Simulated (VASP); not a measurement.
Here is the system:

```yaml
crystal:
  lattice:
    - [2.87569, 0.00000, 0.00000]
    - [-1.43784, 2.49042, 0.00000]
    - [0.00000, 0.00000, 7.79148]
  atoms:
    - { symbol: V, position: [0.00000, 0.00000, 0.00000] }
    - { symbol: V, position: [0.00000, 0.00000, 0.50000] }
    - { symbol: Ge, position: [0.33333, 0.66667, 0.25000] }
    - { symbol: Ge, position: [0.66667, 0.33333, 0.75000] }
```

Calculation: PBEsol GGA, VASP's PBE PAW potentials (set 64) (plane waves; VASP). Numerical set-up: 400 eV cut-off, 14×14×5 Γ-centred mesh, tetrahedra with Blöchl corrections, potentials V_sv Ge_d.

The cores are frozen, which limits the accuracy of field gradients.

### Question
Give the principal components of the electric field gradient (V/Å²) and the asymmetry η at each nucleus.

### Answer

| atom | Vxx | Vyy | Vzz | η |
|---|---|---|---|---|
| V1 | -15.2 | -15.2 | 30.4 | 0.00 |
| V2 | -15.2 | -15.2 | 30.4 | 0.00 |
| Ge3 | 82.2 | 82.2 | -164.5 | 0.00 |
| Ge4 | 82.2 | 82.2 | -164.5 | 0.00 |

The structure was generated: VGe was put into the NiAs type (P6_3/mmc), which need not be its known phase. It was relaxed first, which changed the volume by -17 %. The run is not spin-polarised, so no magnetic state was tried.
